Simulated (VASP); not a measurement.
Input:

```yaml
crystal:
  lattice:
    - [4.15382, 0.00000, 0.00000]
    - [0.00000, 4.15382, 0.00000]
    - [0.00000, 0.00000, 5.90346]
  atoms:
    - { symbol: In, position: [0.00000, 0.00000, 0.50000] }
    - { symbol: Ga, position: [0.50000, 0.50000, 0.00000] }
    - { symbol: As, position: [0.50000, 0.00000, 0.77004] }
    - { symbol: As, position: [0.00000, 0.50000, 0.22996] }
```

All values below come from r2SCAN meta-GGA, VASP's PBE PAW potentials (set 64) (plane waves; VASP). Settings: 400 eV cut-off, 6×6×4 Γ-centred mesh, tetrahedra with Blöchl corrections, potentials In_d Ga_d As.

The cores are frozen, which limits the accuracy of field gradients.

Question: Give the principal components of the electric field gradient (V/Å²) and the asymmetry η at each nucleus.

Answer: 
```csv
atom,Vxx,Vyy,Vzz,η
In1,11.1,11.1,-22.2,0.00
Ga2,-6.9,-6.9,13.7,0.00
As3,25.2,7.5,-32.8,0.54
As4,25.2,7.5,-32.8,0.54
```

The structure comes from a computed database's InGaAs2 entry (P-4m2); how it stands against other phases isn't given here. It was relaxed first.
